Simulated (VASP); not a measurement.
Given:

```xyz
4
Lattice="4.2936 2.1468 2.1468 2.1468 4.2936 2.1468 2.1468 2.1468 4.2936" Properties=species:S:1:pos:R:3 pbc="T T T"
Fe     0.0000     0.0000     0.0000
Fe     4.2936     4.2936     4.2936
O      2.1468     2.1468     2.1468
O      6.4404     6.4404     6.4404
```

Calculation: revPBE GGA, VASP's PBE PAW potentials (set 64) (plane waves; VASP). Settings: 280 eV cut-off, 8×8×8 Γ-centred mesh, Gaussian smearing of 0.020 eV, potentials Fe O.

At this cut-off the stress carries a Pulay error, which pulls relaxed volumes low.  Energy and stress use the plane-wave basis of the starting cell.

Task: The ions, cell shape and volume are relaxed. What does this cell relax into?

Result: 
```xyz
4
Lattice="3.9854 1.9926 1.9926 1.9926 3.9854 1.9926 1.9926 1.9926 3.9854" Properties=species:S:1:pos:R:3 pbc="T T T"
Fe     0.0000     0.0000     0.0000
Fe     3.9853     3.9853     3.9853
O      1.9926     1.9926     1.9926
O      5.9779     5.9779     5.9779
```
Space group Fm-3m (225), at a tolerance of 0.03 Å.

Task: How do energy and volume change from the first to the last step?

Result: The energy (σ→0) changes by -519.1 meV/atom and the volume by -20.0 %, in 5 ionic steps.

The structure is a typed FeO crystal. This run relaxes it. Symmetry was kept, so distortions that lower it aren't found. The k-mesh is coarse (spacing up to 0.33 per Å, 2π included), so the numbers may not be converged in it. The run is one of a series of settings (EDIFFG = -0.01, ENCUT = 280, IBRION = 2, ISIF = 3, ISPIN removed, LDAU removed, LDAUJ removed, LDAUL removed, LDAUTYPE removed, LDAUU removed, the spin start removed, NSW = 50, KPOINTS 8×8×8 Γ-centred mesh against the base run), some of them coarse on purpose. The run is not spin-polarised, so no magnetic state was tried.
